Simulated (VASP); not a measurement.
Calculation: TPSS meta-GGA, VASP's PBE PAW potentials (set 64) (plane waves; VASP).

Input for VASP

**KPOINTS**
```
Automatic
0
Gamma
 13 13 13
```

POSCAR:
```
GdN
1
    0.0000000000     2.4614148676     2.4614148676
    2.4614148676     0.0000000000     2.4614148676
    2.4614148676     2.4614148676     0.0000000000
Gd N
1 1
Direct
  0.0000000000   0.0000000000   0.0000000000
  0.5000000000   0.5000000000   0.5000000000
```

### INCAR
```
SYSTEM = GdN
PREC = Accurate
ENCUT = 520
EDIFF = 1E-7
NELM = 100
ALGO = Normal
LREAL = .FALSE.
LASPH = .TRUE.
ISMEAR = 1
SIGMA = 0.1
METAGGA = TPSS
LMIXTAU = .TRUE.
LMAXMIX = 6
LWAVE = .FALSE.
LCHARG = .FALSE.
ISIF = 2
```

POTCAR, in this order: Gd_3 N (PBE.64 set). Program: vasp_std.

The run wrote:

### OSZICAR
```
       N       E                     dE             d eps       ncg     rms          rms(c)
DAV:   1     0.511170582423E+02    0.51117E+02   -0.72359E+03  1848   0.128E+03
DAV:   2    -0.133804004666E+02   -0.64497E+02   -0.60082E+02  2244   0.266E+02
DAV:   3    -0.171487897303E+02   -0.37684E+01   -0.36235E+01  2487   0.498E+01
DAV:   4    -0.172118563760E+02   -0.63067E-01   -0.62920E-01  2514   0.559E+00
DAV:   5    -0.172128731716E+02   -0.10168E-02   -0.10163E-02  2426   0.558E-01    0.339E+01
DAV:   6    -0.222251316174E+02   -0.50123E+01   -0.72254E+00  1854   0.317E+01    0.213E+01
DAV:   7    -0.215351297497E+02    0.69000E+00   -0.23502E+00  2289   0.135E+01    0.109E+01
DAV:   8    -0.221119410447E+02   -0.57681E+00   -0.51034E+00  2201   0.190E+01    0.410E+00
DAV:   9    -0.227350133120E+02   -0.62307E+00   -0.75873E-01  2077   0.102E+01    0.346E+00
DAV:  10    -0.227062046332E+02    0.28809E-01   -0.96059E-02  2299   0.278E+00    0.189E+00
DAV:  11    -0.227061130502E+02    0.91583E-04   -0.16277E-03  2193   0.421E-01    0.192E+00
DAV:  12    -0.226735017461E+02    0.32611E-01   -0.73447E-02  2216   0.159E+00    0.669E-01
DAV:  13    -0.226914092981E+02   -0.17908E-01   -0.15863E-02  2136   0.106E+00    0.360E-01
DAV:  14    -0.226925513679E+02   -0.11421E-02   -0.75323E-04  2314   0.299E-01    0.433E-01
DAV:  15    -0.226916775060E+02    0.87386E-03   -0.12450E-02  2212   0.615E-01    0.161E-01
DAV:  16    -0.226916423010E+02    0.35205E-04   -0.81233E-04  2134   0.224E-01    0.115E-01
DAV:  17    -0.226916640873E+02   -0.21786E-04   -0.69346E-04  2238   0.174E-01    0.252E-01
DAV:  18    -0.226917044110E+02   -0.40324E-04   -0.41253E-05  2091   0.782E-02    0.195E-01
DAV:  19    -0.226916358578E+02    0.68553E-04   -0.29526E-05  2022   0.587E-02    0.142E-01
DAV:  20    -0.226916413723E+02   -0.55145E-05   -0.12613E-04  2166   0.717E-02    0.548E-02
DAV:  21    -0.226916344017E+02    0.69706E-05   -0.17904E-05  2470   0.325E-02    0.253E-02
DAV:  22    -0.226916342586E+02    0.14303E-06   -0.13225E-06  2204   0.121E-02    0.146E-02
DAV:  23    -0.226916320069E+02    0.22517E-05   -0.23688E-06  2316   0.120E-02    0.279E-03
DAV:  24    -0.226916325318E+02   -0.52483E-06   -0.84482E-08  1290   0.372E-03    0.160E-03
DAV:  25    -0.226916323147E+02    0.21710E-06   -0.99455E-09  1164   0.117E-03    0.978E-04
DAV:  26    -0.226916322967E+02    0.17999E-07   -0.34159E-08  1122   0.126E-03
   1 F= -.22691632E+02 E0= -.22691639E+02  d E =0.199007E-04
```

OUTCAR:
```
------------------------ aborting loop because EDIFF is reached ----------------------------------------
  FORCE on cell =-STRESS in cart. coord.  units (eV):
  Direction    XX          YY          ZZ          XY          YZ          ZX
  --------------------------------------------------------------------------------------
  Total        0.9621125      0.9621125      0.9621125     -0.0000000      0.0000000      0.0000000
  in kB       51.6835086     51.6835086     51.6835086     -0.0000000      0.0000000      0.0000000
  external PRESSURE =      51.6835086 kB  Pullay stress =       0.0000000 kB
  volume of cell :       29.83
      direct lattice vectors                 reciprocal lattice vectors
     0.000000000  2.461414868  2.461414868    -0.203135199  0.203135199  0.203135199
     2.461414868  0.000000000  2.461414868     0.203135199 -0.203135199  0.203135199
     2.461414868  2.461414868  0.000000000     0.203135199  0.203135199 -0.203135199
 POSITION                                       TOTAL-FORCE (eV/Angst)
 -----------------------------------------------------------------------------------
      0.00000      0.00000      0.00000         0.000000      0.000000      0.000000
      2.46141      2.46141      2.46141        -0.000000     -0.000000     -0.000000
 -----------------------------------------------------------------------------------
    total drift:                                0.000000      0.000000      0.000000
  FREE ENERGIE OF THE ION-ELECTRON SYSTEM (eV)
  ---------------------------------------------------
  free  energy   TOTEN  =       -22.6916322967 eV

  energy  without entropy=      -22.6916521973  energy(sigma->0) =      -22.69163893
```
(Selected blocks of OUTCAR.)

The 4f electrons are frozen in the core of the lanthanide potential, so 4f levels, which can set the real gap, and their magnetism are missing.

The compound is GdN in the rock salt structure. This cell is one point of a volume scan, at 0.97 of the reference volume.
